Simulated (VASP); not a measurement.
Output of a VASP run:

OSZICAR:
```
       N       E                     dE             d eps       ncg     rms          rms(c)
DAV:   1     0.330993153114E+02    0.33099E+02   -0.81924E+03   504   0.628E+02
DAV:   2    -0.585387429156E+02   -0.91638E+02   -0.86099E+02   707   0.150E+02
DAV:   3    -0.623495284536E+02   -0.38108E+01   -0.37829E+01   624   0.320E+01
DAV:   4    -0.623972806271E+02   -0.47752E-01   -0.47710E-01   625   0.381E+00
DAV:   5    -0.623983899570E+02   -0.11093E-02   -0.11089E-02   619   0.512E-01    0.173E+01
DAV:   6    -0.583882523258E+02    0.40101E+01   -0.10672E+01   584   0.149E+01    0.854E+00
DAV:   7    -0.581125807588E+02    0.27567E+00   -0.16302E+00   694   0.590E+00    0.268E+00
DAV:   8    -0.580842032787E+02    0.28377E-01   -0.13166E-01   579   0.178E+00    0.559E-01
DAV:   9    -0.580840053036E+02    0.19798E-03   -0.11927E-02   594   0.643E-01    0.178E-01
DAV:  10    -0.580843765661E+02   -0.37126E-03   -0.57570E-04   623   0.148E-01    0.452E-02
DAV:  11    -0.580844740974E+02   -0.97531E-04   -0.17085E-04   595   0.834E-02    0.183E-02
DAV:  12    -0.580844756307E+02   -0.15333E-05   -0.53610E-06   614   0.145E-02    0.494E-03
DAV:  13    -0.580844759518E+02   -0.32112E-06   -0.13510E-06   392   0.736E-03
   1 F= -.58084476E+02 E0= -.57889290E+02  d E =-.390371E+00
```

File OUTCAR:
```
------------------------ aborting loop because EDIFF is reached ----------------------------------------
  FORCE on cell =-STRESS in cart. coord.  units (eV):
  Direction    XX          YY          ZZ          XY          YZ          ZX
  --------------------------------------------------------------------------------------
  Total      -15.4248733    -15.4248818    -15.8441217      0.0000000      0.0000000      0.0000000
  in kB     -283.9009698   -283.9011256   -291.6174036      0.0000000      0.0000000      0.0000000
  external PRESSURE =    -286.4731663 kB  Pullay stress =       0.0000000 kB
  volume of cell :       87.05
      direct lattice vectors                 reciprocal lattice vectors
     3.131338000  0.000000000  0.000000000     0.319352302  0.184378087  0.000000000
    -1.565669000  2.711819000  0.000000000     0.000000000  0.368756174  0.000000000
     0.000000000  0.000000000 10.251199000     0.000000000  0.000000000  0.097549565
  FREE ENERGIE OF THE ION-ELECTRON SYSTEM (eV)
  ---------------------------------------------------
  free  energy   TOTEN  =       -58.0844759518 eV

  energy  without entropy=      -57.6941046870  energy(sigma->0) =      -57.88929032
```
(Selected blocks of OUTCAR.)

**POSCAR**
```
SiC
1
    3.1313380000     0.0000000000     0.0000000000
   -1.5656690000     2.7118190000     0.0000000000
    0.0000000000     0.0000000000    10.2511990000
Si C
4 4
Direct
  0.0000000000   0.0000000000   0.0000000000
  0.0000000000   0.0000000000   0.5000000000
  0.6666670000   0.3333330000   0.7501800000
  0.3333330000   0.6666670000   0.2501800000
  0.0000000000   0.0000000000   0.8121600000
  0.0000000000   0.0000000000   0.3121600000
  0.6666670000   0.3333330000   0.5632900000
  0.3333330000   0.6666670000   0.0632900000
```

**Question.** Write an INCAR and KPOINTS that could have produced this output.

**Answer.** This is not unique; one that fits is the input of the run itself, revPBE GGA, plane waves, VASP's PBE PAW potentials (set 64).

**KPOINTS**
```
Automatic mesh
0
Gamma
4 4 4
0 0 0
```

### INCAR
```
EDIFF=1E-6   ! SCF stop (eV)
SYSTEM=SiC
LWAVE=.False.
ISIF=2   ! forces and stress, cell fixed
LASPH=.True.
LREAL=.False.   ! projection in real space or not
ALGO=Normal   ! blocked Davidson
GGA=RE   ! revPBE
PREC=Accurate
ENCUT=200   ! plane-wave cut-off (eV)
NELM=100   ! most electronic steps
ISMEAR=-1
LCHARG=.False.
SIGMA=0.5
```

POTCAR, in this order: Si C (PBE.64 set). Program: vasp_std.

At this cut-off the stress carries a Pulay error, which pulls relaxed volumes low.

The structure was generated: SiC was put into an ordered model structure, which need not be its known phase. The cell was not relaxed at this level. The k-mesh is coarse (spacing up to 0.58 per Å, 2π included), so the numbers may not be converged in it. The run is one of a series of settings (ENCUT = 200, SIGMA = 0.5, KPOINTS 4×4×4 Γ-centred mesh against the base run), some of them coarse on purpose.
